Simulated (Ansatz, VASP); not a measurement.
# One calculation of GaF, two programs

The input INCAR:

```
SYSTEM = GaF
ALGO = Fast
EDIFF = 1E-7
EDIFFG = -0.01
ENCUT = 600
GGA = PE
IBRION = 2
ISIF = 3
ISMEAR = 0
LASPH = .True.
LCHARG = .False.
LREAL = .False.
LWAVE = .False.
NELM = 60
NSW = 100
PREC = Accurate
SIGMA = 0.02
```

KPOINTS

```
k-points
0
Gamma
  8 8 8
  0 0 0
```

Contents of POSCAR:

```
GaF
1.0
    0.0000000000      2.8533292094      2.8533292094
    2.8533292094      0.0000000000      2.8533292094
    2.8533292094      2.8533292094      0.0000000000
Ga F
1 1
Direct
    0.7500000000      0.7500000000      0.7500000000
    0.0000000000      0.0000000000      0.0000000000
```

Input for Ansatz:

```yaml
crystal:
  lattice:
    - [0.0, 2.8533292094, 2.8533292094]
    - [2.8533292094, 0.0, 2.8533292094]
    - [2.8533292094, 2.8533292094, 0.0]
  atoms:
    - { symbol: Ga, position: [0.75, 0.75, 0.75] }
    - { symbol: F, position: [0.0, 0.0, 0.0] }
basis:
  ecutwfc: 420
kpoints:
  mp_grid: { grid: [8, 8, 8] }
hamiltonian:
  xc: pbe
scf:
  occupations: { method: gaussian, width: 0.02 }
output:
  forces: true
  stress: true
  eigenvalues: true
relax:
  adjacent_minimum: "off"
  f_tol: 0.01
  max_steps: 80
  cell: { stress_tol: 0.05 }
```

Change from the starting cell: species swapped into the ZnTe type (F-43m, No. 216).

Alike in both runs: task relaxation of cell and atoms; functional PBE; k mesh 8 × 8 × 8; occupations gaussian, width 0.02 eV; no spin polarisation.

```csv
,VASP,Ansatz
version,VASP 6.6.1,Ansatz 0.2.0
potentials or method,"VASP PAW PBE potentials, release 64 (Ga_d, F)","scalar-relativistic, plane waves, PAW"
plane-wave cutoff (eV),600,420
valence electrons in the cell,20,20
```

Ansatz gave:

| Property | Result |
| --- | --- |
| gap on the k mesh at the Fermi level, each at its own relaxed structure (eV) | 2.27 |
| relaxed volume (Å³/atom) | 23.06 |
| relaxed cell length with the largest relative difference (Å) | 4.025 |

Task: Which values does VASP return?

Result: gap on the k mesh at the Fermi level, each at its own relaxed structure (eV): 2.24; relaxed volume (Å³/atom): 22.91; relaxed cell length with the largest relative difference (Å): 4.017.

A k mesh can miss the band edges.
